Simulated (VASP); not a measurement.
Energy against volume of CsPbCl3 (cubic perovskite). Computed with RPBE GGA, VASP's PBE PAW potentials (set 64) (plane waves; VASP). Settings: 520 eV cut-off, 4×4×4 Γ-centred mesh, Gaussian smearing of 0.050 eV, potentials Cs_sv Pb_d Cl.

```
V (Å³/atom)  E (eV/atom)
-----------  -----------
38.894          -3.32336
40.097          -3.32633
41.300          -3.32502
42.503          -3.32012
```

Fit these four points and predict the energy of the run at 37.691 Å³/atom.

A cubic in V^(−2/3), the third-order Birch-Murnaghan form, passes through the four points with V0 = 40.30 Å³/atom and B0 = 18 GPa, and gives -3.3153 eV/atom there. The run gave -3.3154 eV/atom, -0.1 meV/atom from the fit; all five points give B0 = 18 GPa.

The compound is CsPbCl3 in the cubic perovskite structure, the ideal cubic form; the compound distorts at low or room temperature. It was relaxed first, which changed the volume by +14 %.
